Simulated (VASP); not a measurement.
VASP ran on this input.

File POSCAR:
```
Li2S
1
    0.0000000000     2.8600000000     2.8600000000
    2.8600000000     0.0000000000     2.8600000000
    2.8600000000     2.8600000000     0.0000000000
Li S
2 1
Direct
  0.2500000000   0.2500000000   0.2500000000
  0.7500000000   0.7500000000   0.7500000000
  0.0000000000   0.0000000000   0.0000000000
```

### KPOINTS
```
Automatic mesh
0
Gamma
7 7 7
0 0 0
```

INCAR:
```
ALGO  =  Normal
EDIFF  =  1E-6
ENCUT  =  520
GGA  =  PE
ISIF  =  2
ISMEAR  =  0
LASPH  =  .TRUE.
LCHARG  =  .FALSE.
LREAL  =  .FALSE.
LWAVE  =  .FALSE.
NELM  =  100
PREC  =  Accurate
SIGMA  =  0.05
SYSTEM  =  Li2S
```

POTCAR, in this order: Li_sv S (PBE.64 set). Program: vasp_std.

### Question
Translate this PBE calculation to Quantum ESPRESSO's pw.x.

### Answer
One equivalent input (not run):
```
&CONTROL
  calculation = 'scf'
  pseudo_dir = './pseudo'
  outdir = './out'
  tprnfor = .true.
  tstress = .true.
/
&SYSTEM
  ibrav = 0
  nat = 3
  ntyp = 2
  ecutwfc = 74
  occupations = 'smearing'
  smearing = 'gaussian'
  degauss = 0.003675
  input_dft = 'pbe'
/
&ELECTRONS
  conv_thr = 7.3e-08
  electron_maxstep = 100
/
ATOMIC_SPECIES
  Li 6.940 Li.upf
  S 32.060 S.upf
CELL_PARAMETERS angstrom
     0.0000000    2.8600000    2.8600000
     2.8600000    0.0000000    2.8600000
     2.8600000    2.8600000    0.0000000
ATOMIC_POSITIONS crystal
  Li   0.2500000  0.2500000  0.2500000
  Li   0.7500000  0.7500000  0.7500000
  S    0.0000000  0.0000000  0.0000000
K_POINTS automatic
  7 7 7 0 0 0
```
What does not carry over: the potentials are each code's own (VASP's PAW set, PseudoDojo norm-conserving files in pw.x), so ENCUT and ecutwfc are chosen apart and not converted; conv_thr bounds pw.x's estimated SCF error, while EDIFF bounds the energy change between steps.

The compound is Li2S in the antifluorite structure. The cell was not relaxed at this level.
